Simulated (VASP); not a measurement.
All values below come from r2SCAN meta-GGA, VASP's PBE PAW potentials (set 64) (plane waves; VASP 6.6.1).

VASP input:

### INCAR
```
SYSTEM = KF(100) slab
PREC = Normal; ENCUT = 450; LREAL = .FALSE.
LASPH = .TRUE.
EDIFF = 1E-5; NELM = 100; NELMIN = 4
ALGO = Normal; LMIXTAU = .TRUE.
ISMEAR = 0; SIGMA = 0.05
METAGGA = R2SCAN
IBRION = 2; NSW = 50; ISIF = 2
EDIFFG = -0.03
LWAVE = .TRUE.; LCHARG = .FALSE.
DIPOL = 0.5 0.5 0.5
LDIPOL = .TRUE.; IDIPOL = 3
```

**POSCAR**
```
KF(100) slab
1.0
  3.7604481375   0.0000000000   0.0000000000
  0.0000000000   3.7604481375   0.0000000000
  0.0000000000   0.0000000000  25.5466509792
K F
4 4
direct
  0.0000000000   0.5000000000   0.3438720000
  0.5000000000   0.0000000000   0.4479570000
  0.0000000000   0.5000000000   0.5520430000
  0.5000000000   0.0000000000   0.6561280000
  0.0000000000   0.5000000000   0.4479570000
  0.5000000000   0.0000000000   0.3438720000
  0.0000000000   0.5000000000   0.6561280000
  0.5000000000   0.0000000000   0.5520430000
```

### KPOINTS
```
Automatic mesh
0
Gamma
5 5 1
0 0 0
```

POTCAR, in this order: K_sv F (PBE.64 set). Program: vasp_std.

What VASP printed:

File OSZICAR:
```
...
DAV:  50    -0.593678651535E+02   -0.25886E-01   -0.36780E-03   474   0.578E-01    0.176E-01
DAV:  51    -0.594595864795E+02   -0.91721E-01   -0.17888E-02   486   0.112E+00    0.111E-01
DAV:  52    -0.594594700752E+02    0.11640E-03   -0.10983E-04   642   0.643E-02    0.119E-01
DAV:  53    -0.594676025908E+02   -0.81325E-02   -0.35204E-04   510   0.172E-01    0.112E-01
DAV:  54    -0.594693693136E+02   -0.17667E-02   -0.28644E-05   432   0.481E-02    0.111E-01
DAV:  55    -0.594721807710E+02   -0.28115E-02   -0.16651E-04   456   0.114E-01    0.120E-01
DAV:  56    -0.594960634050E+02   -0.23883E-01   -0.90980E-03   456   0.837E-01    0.115E-01
DAV:  57    -0.594977393028E+02   -0.16759E-02   -0.20497E-04   584   0.114E-01    0.109E-01
DAV:  58    -0.594976104900E+02    0.12881E-03   -0.79791E-04   510   0.245E-01    0.938E-02
DAV:  59    -0.595001855431E+02   -0.25751E-02   -0.65590E-04   510   0.220E-01    0.997E-02
DAV:  60    -0.595002568853E+02   -0.71342E-04   -0.68276E-05   494   0.743E-02    0.961E-02
DAV:  61    -0.595020187497E+02   -0.17619E-02   -0.40899E-04   492   0.170E-01    0.114E-01
DAV:  62    -0.595023391846E+02   -0.32043E-03   -0.19652E-05   360   0.371E-02    0.115E-01
DAV:  63    -0.595025465023E+02   -0.20732E-03   -0.41039E-05   432   0.550E-02    0.113E-01
DAV:  64    -0.595034986492E+02   -0.95215E-03   -0.10636E-03   456   0.267E-01    0.102E-01
DAV:  65    -0.595039060268E+02   -0.40738E-03   -0.31915E-04   456   0.142E-01    0.893E-02
DAV:  66    -0.595039275402E+02   -0.21513E-04   -0.12902E-04   480   0.881E-02    0.690E-02
DAV:  67    -0.595040425322E+02   -0.11499E-03   -0.22667E-05   344   0.420E-02    0.705E-02
DAV:  68    -0.595038829235E+02    0.15961E-03   -0.31599E-05   374   0.476E-02    0.711E-02
DAV:  69    -0.595039113286E+02   -0.28405E-04   -0.39698E-05   456   0.576E-02    0.716E-02
DAV:  70    -0.595039949016E+02   -0.83573E-04   -0.14069E-04   456   0.101E-01    0.732E-02
DAV:  71    -0.595038308582E+02    0.16404E-03   -0.18768E-04   456   0.120E-01    0.719E-02
DAV:  72    -0.595037911602E+02    0.39698E-04   -0.10744E-05   336   0.252E-02    0.720E-02
DAV:  73    -0.595037800363E+02    0.11124E-04   -0.58217E-06   270   0.198E-02    0.717E-02
DAV:  74    -0.595036933939E+02    0.86642E-04   -0.30057E-05   368   0.447E-02    0.721E-02
DAV:  75    -0.595037034647E+02   -0.10071E-04   -0.43209E-05   448   0.597E-02    0.762E-02
DAV:  76    -0.595038251939E+02   -0.12173E-03   -0.62497E-05   456   0.688E-02    0.790E-02
DAV:  77    -0.595036381280E+02    0.18707E-03   -0.31370E-05   376   0.480E-02    0.813E-02
DAV:  78    -0.595035262155E+02    0.11191E-03   -0.13311E-05   312   0.332E-02    0.809E-02
DAV:  79    -0.595035015165E+02    0.24699E-04   -0.14693E-05   324   0.331E-02    0.809E-02
DAV:  80    -0.595034100131E+02    0.91503E-04   -0.15806E-05   344   0.349E-02    0.803E-02
DAV:  81    -0.595033848394E+02    0.25174E-04   -0.12075E-04   456   0.982E-02    0.671E-02
DAV:  82    -0.595035906773E+02   -0.20584E-03   -0.57955E-05   448   0.699E-02    0.678E-02
DAV:  83    -0.595035903259E+02    0.35140E-06   -0.81760E-05   448   0.748E-02
   1 F= -.59503590E+02 E0= -.59503590E+02  d E =-.595036E+02
       N       E                     dE             d eps       ncg     rms          rms(c)
DAV:   1    -0.595039001929E+02   -0.30952E-03   -0.32406E-01   456   0.308E+00    0.927E-02
DAV:   2    -0.595040649877E+02   -0.16479E-03   -0.68426E-03   456   0.475E-01    0.484E-02
DAV:   3    -0.595030176155E+02    0.10474E-02   -0.23344E-03   456   0.335E-01    0.350E-02
DAV:   4    -0.595042511809E+02   -0.12336E-02   -0.20073E-03   456   0.309E-01    0.243E-02
DAV:   5    -0.595047213370E+02   -0.47016E-03   -0.35413E-04   480   0.145E-01    0.686E-03
DAV:   6    -0.595044357520E+02    0.28559E-03   -0.12680E-04   474   0.977E-02    0.530E-03
DAV:   7    -0.595044538899E+02   -0.18138E-04   -0.48872E-05   424   0.585E-02    0.224E-03
DAV:   8    -0.595046023593E+02   -0.14847E-03   -0.50621E-05   456   0.656E-02    0.170E-03
DAV:   9    -0.595046847601E+02   -0.82401E-04   -0.51654E-05   456   0.586E-02    0.243E-03
DAV:  10    -0.595046723662E+02    0.12394E-04   -0.12416E-05   312   0.274E-02    0.115E-03
DAV:  11    -0.595047450884E+02   -0.72722E-04   -0.14835E-05   312   0.350E-02    0.947E-04
DAV:  12    -0.595047377373E+02    0.73511E-05   -0.77128E-06   264   0.251E-02
   2 F= -.59504738E+02 E0= -.59504738E+02  d E =-.114741E-02
       N       E                     dE             d eps       ncg     rms          rms(c)
DAV:   1    -0.595012986012E+02    0.34465E-02   -0.26846E+00   456   0.887E+00    0.188E-01
DAV:   2    -0.595006789810E+02    0.61962E-03   -0.50717E-02   492   0.126E+00    0.759E-02
DAV:   3    -0.595048326425E+02   -0.41537E-02   -0.52406E-03   492   0.474E-01    0.675E-02
DAV:   4    -0.595030831400E+02    0.17495E-02   -0.31268E-03   468   0.348E-01    0.363E-02
DAV:   5    -0.595058248291E+02   -0.27417E-02   -0.64348E-04   480   0.182E-01    0.136E-02
DAV:   6    -0.595060632016E+02   -0.23837E-03   -0.30220E-04   480   0.113E-01    0.879E-03
DAV:   7    -0.595060724936E+02   -0.92920E-05   -0.85930E-05   528   0.643E-02
   3 F= -.59506072E+02 E0= -.59506072E+02  d E =-.248217E-02
       N       E                     dE             d eps       ncg     rms          rms(c)
DAV:   1    -0.595058394134E+02    0.22379E-03   -0.97612E-02   480   0.170E+00    0.372E-02
DAV:   2    -0.595059883322E+02   -0.14892E-03   -0.19480E-03   474   0.251E-01    0.140E-02
DAV:   3    -0.595061562661E+02   -0.16793E-03   -0.27540E-04   462   0.112E-01    0.127E-02
DAV:   4    -0.595059932079E+02    0.16306E-03   -0.15224E-04   456   0.817E-02    0.682E-03
DAV:   5    -0.595061750029E+02   -0.18179E-03   -0.52462E-05   456   0.526E-02    0.294E-03
DAV:   6    -0.595062172337E+02   -0.42231E-04   -0.16446E-05   326   0.292E-02    0.249E-03
DAV:   7    -0.595062478577E+02   -0.30624E-04   -0.14043E-05   320   0.268E-02    0.177E-03
DAV:   8    -0.595062333199E+02    0.14538E-04   -0.50668E-06   302   0.187E-02    0.997E-04
DAV:   9    -0.595062654547E+02   -0.32135E-04   -0.51268E-06   282   0.189E-02    0.708E-04
DAV:  10    -0.595062510531E+02    0.14402E-04   -0.21812E-06   276   0.117E-02    0.458E-04
DAV:  11    -0.595062511304E+02   -0.77271E-07   -0.11576E-06   294   0.767E-03
   4 F= -.59506251E+02 E0= -.59506251E+02  d E =-.266080E-02
       N       E                     dE             d eps       ncg     rms          rms(c)
DAV:   1    -0.595061569204E+02    0.94133E-04   -0.60811E-02   456   0.134E+00    0.280E-02
DAV:   2    -0.595060456178E+02    0.11130E-03   -0.11970E-03   486   0.195E-01    0.111E-02
DAV:   3    -0.595062013524E+02   -0.15573E-03   -0.17681E-04   456   0.878E-02    0.103E-02
DAV:   4    -0.595061514668E+02    0.49886E-04   -0.95323E-05   456   0.647E-02    0.546E-03
DAV:   5    -0.595062644486E+02   -0.11298E-03   -0.20362E-05   368   0.335E-02    0.242E-03
DAV:   6    -0.595062336316E+02    0.30817E-04   -0.11574E-05   320   0.267E-02    0.156E-03
DAV:   7    -0.595062341835E+02   -0.55194E-06   -0.34524E-06   264   0.150E-02
   5 F= -.59506234E+02 E0= -.59506234E+02  d E =-.264386E-02
       N       E                     dE             d eps       ncg     rms          rms(c)
DAV:   1    -0.595061994967E+02    0.34135E-04   -0.34336E-01   456   0.312E+00    0.636E-02
DAV:   2    -0.595059549409E+02    0.24456E-03   -0.61816E-03   456   0.442E-01    0.278E-02
DAV:   3    -0.595065802235E+02   -0.62528E-03   -0.46287E-04   456   0.169E-01    0.235E-02
DAV:   4    -0.595059384109E+02    0.64181E-03   -0.36684E-04   456   0.148E-01    0.106E-02
DAV:   5    -0.595065426578E+02   -0.60425E-03   -0.21267E-04   456   0.122E-01    0.362E-03
DAV:   6    -0.595065689559E+02   -0.26298E-04   -0.25998E-05   384   0.409E-02    0.399E-03
DAV:   7    -0.595065992823E+02   -0.30326E-04   -0.78805E-06   284   0.240E-02    0.243E-03
DAV:   8    -0.595065961150E+02    0.31674E-05   -0.22312E-06   276   0.126E-02
   6 F= -.59506596E+02 E0= -.59506596E+02  d E =-.361931E-03
```

**OUTCAR**
```
------------------------ aborting loop because EDIFF is reached ----------------------------------------
  FORCE on cell =-STRESS in cart. coord.  units (eV):
  Direction    XX          YY          ZZ          XY          YZ          ZX
  --------------------------------------------------------------------------------------
  Total       -2.0287220     -2.0287220     -1.3259544      0.0000000      0.0000000      0.0000000
  in kB       -8.9974601     -8.9974601     -5.8806590      0.0000000      0.0000000      0.0000000
  external PRESSURE =      -7.9585264 kB  Pullay stress =       0.0000000 kB
  volume of cell :      361.25
      direct lattice vectors                 reciprocal lattice vectors
     3.760448138  0.000000000  0.000000000     0.265925752  0.000000000  0.000000000
     0.000000000  3.760448138  0.000000000     0.000000000  0.265925752  0.000000000
     0.000000000  0.000000000 25.546650979     0.000000000  0.000000000  0.039144074
 POSITION                                       TOTAL-FORCE (eV/Angst)
 -----------------------------------------------------------------------------------
      0.00000      1.88022      8.77528         0.000000     -0.000000      0.016192
      1.88022      0.00000     11.44108        -0.000000      0.000000      0.015175
      0.00000      1.88022     14.10557        -0.000000     -0.000000     -0.015175
      1.88022      3.76045     16.77137        -0.000000      0.000000     -0.016192
      0.00000      1.88022     11.43074        -0.000000      0.000000     -0.025688
      1.88022      3.76045      8.80543        -0.000000     -0.000000     -0.006339
      0.00000      1.88022     16.74122        -0.000000      0.000000      0.006339
      1.88022      0.00000     14.11591         0.000000      0.000000      0.025688
 -----------------------------------------------------------------------------------
    total drift:                                0.000000      0.000000      0.000000
  FREE ENERGIE OF THE ION-ELECTRON SYSTEM (eV)
  ---------------------------------------------------
  free  energy   TOTEN  =       -59.5065961150 eV

  energy  without entropy=      -59.5065961150  energy(sigma->0) =      -59.50659611

 reached required accuracy - stopping structural energy minimisation
```
(Selected blocks of OUTCAR.)

CONTCAR:
```
KF(100) slab
   1.00000000000000
     3.7604481375000001    0.0000000000000000    0.0000000000000000
     0.0000000000000000    3.7604481375000001    0.0000000000000000
     0.0000000000000000    0.0000000000000000   25.5466509791999989
  K               F
     4     4
Direct
     0.0000000000000000    0.5000000000000000    0.3435001244877745
     0.5000000000000000    0.0000000000000000    0.4478504307267617
     0.0000000000000000    0.5000000000000000    0.5521495692732383
     0.5000000000000000    1.0000000000000000    0.6564998755122256
     0.0000000000000000    0.5000000000000000    0.4474458074905356
     0.5000000000000000    1.0000000000000000    0.3446805833302615
     0.0000000000000000    0.5000000000000000    0.6553194166697387
     0.5000000000000000    0.0000000000000000    0.5525541925094644
```

At this cut-off the stress carries a Pulay error, which pulls relaxed volumes low.

The cell is a thin slab with vacuum, built from KF (rock salt): (100) face.
